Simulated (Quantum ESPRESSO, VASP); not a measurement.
## CoH3: energy against volume and a worked fit

Symmetry: Pm-3m, No. 221, cubic system. The conventional cell has a = 2.611 Å, b = 2.611 Å, c = 2.611 Å, α = 90.00°, β = 90.00°, γ = 90.00°. Co (site symmetry m-3m) has 12 H at 1.85 Å as nearest neighbours. H (site symmetry 4/mmm) has 4 Co at 1.85 Å and 8 H at 1.85 Å as nearest neighbours.

The cell comes from a database or a generator and needn't be the stable form of this composition.

The cell was scaled at fixed shape and fractions and run with Quantum ESPRESSO, SSSP 1.3 efficiency PBE, cutoff 816 eV; PBE, k mesh 10 × 10 × 10 on the cell of 4 atoms, fermi-dirac occupations of 0.05 eV, collinear spin, ferromagnetic start, no spin-orbit coupling. Energies are those that the program minimises, any entropy of the smearing included. For a metal such a mesh isn't converged to the digits shown. The moments vanished.

```csv
V (Å³/atom),energy over the lowest row (meV/atom)
4.1846,11.739
4.2737,?
4.3627,1.231
4.4517,0.000
4.5408,1.103
4.6298,4.315
4.7188,9.435
```

Q: Fit the third-order Birch-Murnaghan form, give V0, B0 and B′, and predict the energy left open.

A: With y = (V0/V)^(2/3), E = E0 + (9 V0 B0/16) [(y - 1)³ B′ + (y - 1)² (6 - 4y)]. Least squares through the rows shown give V0 = 4.4527 Å³/atom, E0 = -0.001 meV, B0 = 209.8 GPa (1 eV/Å³ = 160.218 GPa) and B′ = 4.08, with a largest miss of 0.001 meV. At V = 4.2737 the form with these constants gives 5.049 meV; the run gave 5.053 meV an atom. Other set-ups at this level, from all their volumes (Å³/atom, GPa): VASP, PBE PAW files Co, H, 520 eV: V0 4.455, B0 208.8.
